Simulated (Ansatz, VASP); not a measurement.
# Al3Si2As3: VASP beside Ansatz, part 2 of 3

Aim: how closely do two programs agree when they are given the same cell, functional and k mesh? The cell is generated by rule, not measured, and may not be a known phase. The cell is taken from a series of runs on this material, whose earlier steps may have relaxed, scaled, displaced or heated it; both programs get it as it stands.

VASP 6.6.1 and Ansatz 0.2.0.

So far: The structure; Ansatz: relaxation of cell and atoms, LDA, pair 1.

## Step 3: VASP: relaxation of cell and atoms, LDA, pair 1

Level of this step: LDA; plane waves and PAW (Al, As, Si); invented cell (VASP).

The same cell, functional (in two slightly different forms), mesh and smearing now go to VASP, with its own data sets.

Lines of VASP's logs that name or quote its potential files are left out, and so is its time.

Contents of INCAR:

```
SYSTEM = Al3Si2As3
PREC = Accurate
ENCUT = 500
EDIFF = 1E-07
NELM = 120
ISMEAR = 0
SIGMA = 0.1
LREAL = .FALSE.
ALGO = Normal
GGA = CA
NBANDS = 24
LORBIT = 11
LWAVE = .FALSE.
LCHARG = .FALSE.
ISIF = 3
IBRION = 2
NSW = 80
EDIFFG = -0.005
LASPH = .TRUE.
GGA_COMPAT = .FALSE.
NELMIN = 4
EFERMI = MIDGAP
KPAR = 2
```

Contents of POSCAR:

```
Al3Si2As3
1.0
    2.8012500000      2.8012500000      0.0000000000
   -2.8012500000      2.8012500000      0.0000000000
    0.0000000000      0.0000000000     11.2050000000
Al As Si
3 3 2
Direct
    0.0000000000      0.0000000000      0.0000000000
    0.5000000000      0.5000000000      0.2500000000
    0.0000000000      0.0000000000      0.5000000000
    0.5000000000      0.0000000000      0.1250000000
    0.0000000000      0.5000000000      0.3750000000
    0.5000000000      0.0000000000      0.6250000000
    0.5000000000      0.5000000000      0.7500000000
    0.0000000000      0.5000000000      0.8750000000
```

Contents of KPOINTS:

```
Automatic mesh
0
Gamma
6 6 2
0 0 0
```

Potentials, in the order of the species: Al, As and Si (LDA family, release 64).

Command:

```
$ mpirun -np 2 vasp_std
```

Numbers of over 12 decimals in the logs are rounded to 6 here.

Log:

```text
[banner, memory and clock lines left out]
running    2 mpi-ranks, on    1 nodes
 distrk:  each k-point on    1 cores,    2 groups
 distr:  one band on    1 cores,    1 groups

 POSCAR found type information on POSCAR AlAsSi
 POSCAR found :  3 types and       8 ions
 LDA part: xc-table for (Slater(with rela. corr.)+CA(PZ))
 , standard interpolation
 POSCAR, INCAR and KPOINTS ok, starting setup
 FFT: planning ... GRIDC
 FFT: planning ... GRID_SOFT
 FFT: planning ... GRID
 WAVECAR not read
 entering main loop
       N       E                     dE             d eps       ncg     rms          rms(c)
DAV:   1     0.879154579038E+02    0.87915E+02   -0.11380E+04  1536   0.103E+03
DAV:   2    -0.358893138528E+02   -0.12380E+03   -0.11610E+03  2072   0.158E+02
DAV:   3    -0.437010289210E+02   -0.78117E+01   -0.77394E+01  2032   0.395E+01
DAV:   4    -0.438309545146E+02   -0.12993E+00   -0.12984E+00  1848   0.614E+00
DAV:   5    -0.438336160597E+02   -0.26615E-02   -0.26602E-02  2056   0.863E-01    0.750E+00
DAV:   6    -0.427768704624E+02    0.10567E+01   -0.11493E+00  1888   0.492E+00    0.434E+00
DAV:   7    -0.425420738148E+02    0.23480E+00   -0.10848E+00  2000   0.418E+00    0.119E+00
DAV:   8    -0.425238085683E+02    0.18265E-01   -0.16822E-01  1808   0.222E+00    0.638E-01
DAV:   9    -0.425187122191E+02    0.50963E-02   -0.23556E-02  1864   0.923E-01    0.197E-01
DAV:  10    -0.425188365207E+02   -0.12430E-03   -0.30118E-03  1896   0.245E-01    0.137E-01
DAV:  11    -0.425186988982E+02    0.13762E-03   -0.23110E-04  1888   0.754E-02    0.495E-02
DAV:  12    -0.425186780996E+02    0.20799E-04   -0.15184E-04  1888   0.570E-02    0.233E-02
DAV:  13    -0.425186814141E+02   -0.33145E-05   -0.26663E-05  1872   0.237E-02    0.138E-02
DAV:  14    -0.425186816879E+02   -0.27382E-06   -0.10300E-06  1904   0.541E-03    0.671E-03
DAV:  15    -0.425186810197E+02    0.66818E-06   -0.26336E-06  1856   0.791E-03    0.246E-03
DAV:  16    -0.425186810012E+02    0.18508E-07   -0.47796E-07  1784   0.364E-03
   1 F= -.42518681E+02 E0= -.42515975E+02  d E =-.425187E+02
[... from here on, the cycles between the ionic steps are left out ...]
   2 F= -.42590734E+02 E0= -.42589199E+02  d E =-.720527E-01
   3 F= -.42593579E+02 E0= -.42592341E+02  d E =-.748981E-01
   4 F= -.42603921E+02 E0= -.42602950E+02  d E =-.103419E-01
   5 F= -.42605488E+02 E0= -.42604652E+02  d E =-.119090E-01
   6 F= -.42610687E+02 E0= -.42609880E+02  d E =-.519887E-02
   7 F= -.42610771E+02 E0= -.42609966E+02  d E =-.528266E-02
   8 F= -.42612491E+02 E0= -.42611665E+02  d E =-.172005E-02
   9 F= -.42612593E+02 E0= -.42611760E+02  d E =-.182184E-02
  10 F= -.42612660E+02 E0= -.42611842E+02  d E =-.675962E-04
  11 F= -.42612664E+02 E0= -.42611849E+02  d E =-.710809E-04
  12 F= -.42612675E+02 E0= -.42611863E+02  d E =-.113880E-04
  13 F= -.42612677E+02 E0= -.42611864E+02  d E =-.134105E-04
 curvature:  -0.64 expect dE=-0.184E-05 dE for cont linesearch -0.164E-08
 trial: gam= 0.12181 g(F)=  0.234E-05 g(S)=  0.523E-06 ort =-0.307E-06 (trialstep = 0.127E+01)
 search vector abs. value=  0.334E-05
 bond charge predicted
       N       E                     dE             d eps       ncg     rms          rms(c)
DAV:   1    -0.426126784312E+02   -0.13041E-05   -0.10877E-04  1592   0.459E-02    0.316E-03
DAV:   2    -0.426126789706E+02   -0.53936E-06   -0.72911E-06  1968   0.108E-02    0.136E-03
DAV:   3    -0.426126789249E+02    0.45650E-07   -0.11785E-07  1416   0.207E-03    0.800E-04
DAV:   4    -0.426126789160E+02    0.89483E-08   -0.67266E-08   888   0.122E-03
  14 F= -.42612679E+02 E0= -.42611860E+02  d E =-.180852E-05
 trial-energy change:   -0.000002  1 .order   -0.000002   -0.000004    0.000000
 step:   1.2171(harm=  1.2171)  dis= 0.00018  next Energy=   -42.612679 (dE=-0.172E-05)
 reached required accuracy - stopping structural energy minimisation
```

Parts of OUTCAR (step 3):

```text
ion  position               nearest neighbor table
   1  0.000  0.000  0.000-   4 2.43   8 2.43   8 2.43   4 2.43
   2  0.500  0.500  0.250-   4 2.43   5 2.43   4 2.43   5 2.43
   3  0.000  0.000  0.500-   5 2.43   6 2.43   5 2.43   6 2.43
   4  0.500  0.000  0.125-   1 2.43   2 2.43   2 2.43   1 2.43
   5  0.000  0.500  0.375-   2 2.43   3 2.43   3 2.43   2 2.43
   6  0.500  0.000  0.625-   3 2.43   7 2.43   7 2.43   3 2.43
   7  0.500  0.500  0.750-   6 2.43   8 2.43   6 2.43   8 2.43
   8  0.000  0.500  0.875-   1 2.43   7 2.43   1 2.43   7 2.43

  LATTYP: Found a simple tetragonal cell.
 ALAT       =     3.9615657416
 C/A-ratio  =     2.8284271247

 Subroutine GETGRP returns: Found  4 space group operations
 (whereof  4 operations were pure point group operations)

The static configuration has the point symmetry C_2v.

 Found     32 irreducible k-points:

   k-points           NKPTS =     32   k-points in BZ     NKDIM =     32   number of bands    NBANDS=     24

   dimension x,y,z NGX =    30 NGY =   30 NGZ =   84
   dimension x,y,z NGXF=    60 NGYF=   60 NGZF=  168

   ENCUT  =  500.0 eV  36.75 Ry    6.06 a.u.   7.22  7.22 20.43*2*pi/ulx,y,z

   NELECT =      32.0000    total number of electrons

 k-points in reciprocal lattice and weights: Automatic mesh
   0.00000000  0.00000000  0.00000000       0.014
   0.16666667  0.00000000  0.00000000       0.028
   0.00000000  0.16666667  0.00000000       0.028
   0.33333333  0.00000000  0.00000000       0.028
   0.00000000  0.33333333  0.00000000       0.028
   0.50000000  0.00000000  0.00000000       0.014
   0.00000000  0.50000000  0.00000000       0.014
   0.16666667  0.16666667  0.00000000       0.056
   0.33333333  0.16666667  0.00000000       0.056
[...]
-0.33333333  0.50000000  0.50000000       0.028
   0.50000000  0.50000000  0.50000000       0.014

 average (electrostatic) potential at core
       1 -73.2546       2 -73.9158       3 -74.1167       4 -52.4560       5 -52.7067
       6 -53.2676       7 -86.7402       8 -85.3648

 E-fermi :   4.8925

 k-point     1 :       0.0000    0.0000    0.0000
  band No.  band energies     occupation
    ...
     12       3.0879      2.00000
     13       3.1358      2.00000
     14       4.2976      2.00000
     15       4.3073      2.00000
     16       4.7721      1.91133
     17       5.0096      0.09773
     18       5.5205      0.00000
     19       6.1566      0.00000
     20       6.5633      0.00000
     21       6.9798      0.00000
    ...

 k-point     2 :       0.1667    0.0000    0.0000
  band No.  band energies     occupation
    ...
     12       2.7292      2.00000
     13       2.9016      2.00000
     14       3.2456      2.00000
     15       3.8059      2.00000
     16       4.7729      1.90911
     17       5.3603      0.00000
     18       6.4918      0.00000
     19       6.9567      0.00000
     20       7.3868      0.00000
     21       7.8525      0.00000
    ...

 k-point     3 :       0.0000    0.1667    0.0000
  band No.  band energies     occupation
    ...
     12       2.8125      2.00000
     13       3.1865      2.00000
     14       3.4151      2.00000
     15       3.8111      2.00000
     16       4.2203      2.00000
     17       5.6673      0.00000
     18       6.5920      0.00000
     19       6.8305      0.00000
     20       7.4281      0.00000
     21       7.6705      0.00000
    ...

  Total        0.0004771      0.0004771      0.0014869      0.0006827      0.0000000      0.0000000
  in kB        0.0043630      0.0043630      0.0135988      0.0062437      0.0000000      0.0000000
  external PRESSURE =       0.0074416 kB  Pullay stress =       0.0000000 kB

  energy-cutoff  :      500.00
  volume of cell :      175.18
      direct lattice vectors                 reciprocal lattice vectors
     2.787240096  2.787240096  0.000000000     0.179388923  0.179388923  0.000000000
    -2.810114465  2.810114465  0.000000000    -0.177928695  0.177928695  0.000000000
     0.000000000  0.000000000 11.183216233     0.000000000  0.000000000  0.089419714

 POSITION                                       TOTAL-FORCE (eV/Angst)
 -----------------------------------------------------------------------------------
      0.00000      0.00000     11.10970        -0.000000     -0.000000      0.000777
     -0.01144      2.79868      2.76681        -0.000000     -0.000000     -0.002672
      0.00000      0.00000      5.60476        -0.000000     -0.000000     -0.001128
      1.39362      1.39362      1.37864        -0.000000     -0.000000      0.001203
      1.38218      4.19230      4.21575         0.000000      0.000000     -0.000119
      1.39362      1.39362      7.04708        -0.000000     -0.000000      0.000454
     -0.01144      2.79868      8.46753        -0.000000     -0.000000      0.001117
      1.38218      4.19230      9.73420        -0.000000     -0.000000      0.000367
 -----------------------------------------------------------------------------------
    total drift:                               -0.000000      0.000000      0.000260

  FREE ENERGIE OF THE ION-ELECTRON SYSTEM (eV)
  ---------------------------------------------------
  free  energy   TOTEN  =       -42.6126789160 eV

  energy  without entropy=      -42.6110403778  energy(sigma->0) =      -42.61185965

 reached required accuracy - stopping structural energy minimisation

 total charge
# of ion       s       p       d       tot
------------------------------------------
    1        0.421   0.404   0.000   0.826
    2        0.414   0.381   0.000   0.795
    3        0.415   0.387   0.000   0.801
    4        1.203   1.697   0.026   2.926
    5        1.203   1.703   0.025   2.931
    6        1.211   1.633   0.035   2.879
    7        0.773   0.850   0.000   1.623
    8        0.767   0.978   0.000   1.745
--------------------------------------------------
tot          6.406   8.034   0.086  14.525

[... 3 further parts left out ...]
```

CONTCAR:

```
Al3Si2As3
   1.00000000000000
     2.7872400960346706    2.7872400960346706    0.0000000000000000
    -2.8101144647545779    2.8101144647545779    0.0000000000000000
     0.0000000000000000    0.0000000000000000   11.1832162332137255
  Al              As              Si
     3     3     2
Direct
     0.0000000000000000    0.0000000000000000    0.9934261493663193
     0.5000000000000000    0.5000000000000000    0.2474075403678780
     0.0000000000000000    0.0000000000000000    0.5011760563883584
     0.5000000000000000    0.0000000000000000    0.1232779947154257
     1.0000000000000000    0.5000000000000000    0.3769708611264135
     0.5000000000000000    0.0000000000000000    0.6301481694391341
     0.5000000000000000    0.5000000000000000    0.7571636771810423
     1.0000000000000000    0.5000000000000000    0.8704295514154288
```

The run keeps the 4 symmetry operations of its start, so it cannot find a distortion of lower symmetry.

## Step 4: Side by side

Known differences besides the potentials themselves: the two LDA forms differ slightly; the data sets hold 62 valence electrons in Ansatz (on its default PAW (the set named soft_2) files) and 32 in VASP; the cutoff is 420 eV in Ansatz and 500 eV in VASP; VASP's log shows a relativistic correction to its local exchange, Ansatz's none; Ansatz adds a Pulay correction to the stress that steers its cell, VASP none. Total energies have different zeros and are not compared.

Compared:

| quantity | Ansatz | VASP | difference |
| --- | --- | --- | --- |
| volume (Å³) | 174.70 | 175.18 | -0.28 % |
| edge a after relaxation, in the typed setting (Å) | 3.936 | 3.942 | -0.16 % |
| edge b after relaxation, in the typed setting (Å) | 3.972 | 3.974 | -0.05 % |
| edge c after relaxation, in the typed setting (Å) | 11.175 | 11.183 | -0.07 % |

## Step 5: VASP: relaxation of cell and atoms, LDA, pair 2

The relaxed volume is the usual yardstick between codes: in a stiff, nearly cubic crystal its relative difference is about their pressure difference at one cell divided by the bulk modulus.

INCAR: that of step 3 with these lines changed.

```diff
@@ -6,3 +6,3 @@
 ISMEAR = 0
-SIGMA = 0.1
+SIGMA = 0.01
 LREAL = .FALSE.
```

Contents of POSCAR:

```
Al3Si2As3
1.0
    2.7820490000      2.7820490000      0.0000000000
   -2.8045480000      2.8045480000      0.0000000000
    0.0000000000      0.0000000000     11.1857370000
Al As Si
3 3 2
Direct
    0.0000000000      0.0000000000      0.9936451215
    0.5000001797      0.5000000000      0.2474146317
    0.0000000000      0.0000000000      0.5010256365
    0.5000001797      0.0000000000      0.1234344237
    0.0000000000      0.5000000000      0.3769280469
    0.5000001797      0.0000000000      0.6299726160
    0.5000001797      0.5000000000      0.7570641076
    0.0000000000      0.5000000000      0.8705155503
```

Contents of KPOINTS:

```
Automatic mesh
0
Gamma
8 8 4
0 0 0
```

Command:

```
$ mpirun -np 2 vasp_std
```

Log:

```text
[... set-up lines as in an earlier step ...]
 entering main loop
       N       E                     dE             d eps       ncg     rms          rms(c)
DAV:   1     0.877548837493E+02    0.87755E+02   -0.11456E+04  3600   0.103E+03
DAV:   2    -0.359598383437E+02   -0.12371E+03   -0.11568E+03  4816   0.156E+02
DAV:   3    -0.438129118613E+02   -0.78531E+01   -0.77786E+01  4720   0.396E+01
DAV:   4    -0.439456727488E+02   -0.13276E+00   -0.13262E+00  4472   0.618E+00
[...]
DAV:  12    -0.426310121489E+02    0.22679E-05   -0.27007E-05  4408   0.232E-02    0.113E-02
DAV:  13    -0.426310129402E+02   -0.79131E-06   -0.20297E-06  4552   0.749E-03    0.361E-03
DAV:  14    -0.426310128809E+02    0.59283E-07   -0.48543E-07  4456   0.289E-03
   1 F= -.42631013E+02 E0= -.42631013E+02  d E =-.426310E+02
[...]
2 F= -.42631406E+02 E0= -.42631406E+02  d E =-.393477E-03
[...]
3 F= -.42631548E+02 E0= -.42631548E+02  d E =-.535529E-03
[...]
4 F= -.42631565E+02 E0= -.42631565E+02  d E =-.162096E-04
[...]
5 F= -.42631572E+02 E0= -.42631572E+02  d E =-.231809E-04
[...]
6 F= -.42631579E+02 E0= -.42631579E+02  d E =-.733402E-05
 trial-energy change:   -0.000007  1 .order   -0.000007   -0.000010   -0.000005
 step:   2.2085(harm=  2.2085)  dis= 0.00107  next Energy=   -42.631581 (dE=-0.942E-05)
 reached required accuracy - stopping structural energy minimisation
```

Parts of OUTCAR (step 5):

```text
  Total        0.0005241      0.0005241      0.0002523     -0.0006238      0.0000000      0.0000000
  in kB        0.0047937      0.0047937      0.0023081     -0.0057061      0.0000000      0.0000000
  external PRESSURE =       0.0039651 kB  Pullay stress =       0.0000000 kB

 POSITION                                       TOTAL-FORCE (eV/Angst)
 -----------------------------------------------------------------------------------
     -0.00000      0.00000     11.12609         0.000000     -0.000000      0.001587
     -0.01151      2.79641      2.77070        -0.000000      0.000000     -0.003647
     -2.80792      2.80792      5.61194        -0.000000      0.000000      0.003266
      1.39245      1.39245      1.38124         0.000000     -0.000000     -0.003251
     -1.40396      1.40396      4.22145        -0.000000      0.000000      0.000654
      1.39245      1.39245      7.05661        -0.000000      0.000000      0.002884
     -0.01151      2.79641      8.48088         0.000000     -0.000000     -0.001487
     -1.40396      1.40396      9.74919        -0.000000      0.000000     -0.000006
 -----------------------------------------------------------------------------------
    total drift:                               -0.000250     -0.000250      0.000186

  FREE ENERGIE OF THE ION-ELECTRON SYSTEM (eV)
  ---------------------------------------------------
  free  energy   TOTEN  =       -42.6315789248 eV

  energy  without entropy=      -42.6315789248  energy(sigma->0) =      -42.63157892

[... 1 part as in an earlier step ...]

[... 3 further parts left out ...]
[key lines of the parts left out:]
E-fermi :   4.8732
```

## Step 6: Ansatz: relaxation of cell and atoms, LDA, pair 2

The same cell, functional (in two slightly different forms), mesh and smearing now go to Ansatz, which takes its cutoff from its data sets.

The cell is taken from a series of runs on this material, whose earlier steps may have relaxed, scaled, displaced or heated it; both programs get it as it stands.

Contents of input.yaml:

```yaml
crystal:
  lattice:
    - [2.7820493593, 2.7820493593, 0.0]
    - [-2.8045481727, 2.8045481727, 0.0]
    - [0.0, 0.0, 11.1857372801]
  atoms:
    - { symbol: Al, position: [0.0, 0.0, -0.0063548999] }
    - { symbol: Al, position: [0.5, 0.5, 0.2474146593] }
    - { symbol: Al, position: [0.0, 0.0, 0.5010256469] }
    - { symbol: As, position: [0.5, 1.0, 0.1234343831] }
    - { symbol: As, position: [0.0, 0.5, 0.376928009] }
    - { symbol: As, position: [0.5, 1.0, 0.6299726353] }
    - { symbol: Si, position: [0.5, 0.5, 0.7570640442] }
    - { symbol: Si, position: [0.0, 0.5, 0.8705155222] }
kpoints:
  mp_grid: { grid: [8, 8, 4] }
hamiltonian:
  xc: lda
scf:
  occupations: { method: gaussian, width: 0.01 }
output:
  forces: true
  stress: true
  eigenvalues: true
relax:
  adjacent_minimum: "off"
  f_tol: 0.001
  max_steps: 60
  cell: { stress_tol: 0.01 }
```

Command:

```
$ ansatz run input.yaml --threads 8 --pin off --max-ram 14336MiB --backend cpu --events-out ev --progress --plain --runs-dir out
```

Log:

```text
[...]
Crystal: 8 atoms, lattice volume = 174.551 Å³
Basis set: ecut = 420 eV, 3413 PW (Γ)
Bands: 39, of which v1, the nominal top of the filled ones, is band 31 counted from 1 (30 counted from 0)
Symmetry: 4 space group operations
[...]
k-points: 75 of 256 (time reversal used)
[...]
- [-2.804502, 2.804502, 0]
    - [0, 0, 11.185688]
  atoms:
    - { symbol: Al, position: [0, 0, -0.00635475] }
    - { symbol: Al, position: [0.5, 0.5, 0.247413] }
    - { symbol: Al, position: [0, 0, 0.501020] }
    - { symbol: As, position: [0.500000, 1.0, 0.123436] }
    - { symbol: As, position: [0, 0.500000, 0.376928] }
    - { symbol: As, position: [0.500000, 1.0, 0.629974] }
    - { symbol: Si, position: [0.5, 0.5, 0.757071] }
    - { symbol: Si, position: [0, 0.500000, 0.870513] }
[key lines of the parts left out:]
SCF converged after 5 iterations
Free energy (F): -17078.934672 eV
Fermi energy:    6.797970 eV
P = ⅓ Tr σ = -0.0006 GPa (-0.006 kbar)
```

## Step 7: Comparison

What differs besides the data sets and the points named for the pairs above, as far as they apply: the data sets hold 62 valence electrons in Ansatz (on its default PAW (the set named soft_2) files) and 32 in VASP. Total energies have different zeros and are not compared.

The two programs side by side:

| quantity | Ansatz | VASP | difference |
| --- | --- | --- | --- |
| volume (Å³) | 174.55 | 175.16 | -0.35 % |
| edge a after relaxation, in the typed setting (Å) | 3.934 | 3.938 | -0.10 % |
| edge b after relaxation, in the typed setting (Å) | 3.966 | 3.971 | -0.12 % |
| edge c after relaxation, in the typed setting (Å) | 11.186 | 11.200 | -0.12 % |

(Continued in part 3 of 3.)

[Lines on the potential files, build, host, timing and source positions are cut from VASP's logs without a mark.]

[Logs are printed without paths, hosts, clocks, repeated set-up lines and the standing remarks that a program may print on its own settings, such as how far it seeks lower states.]

[Hosts, paths, dates, database ids (printed as entryN), source tags and the programs' standing remarks are cut or masked in the printed files.]
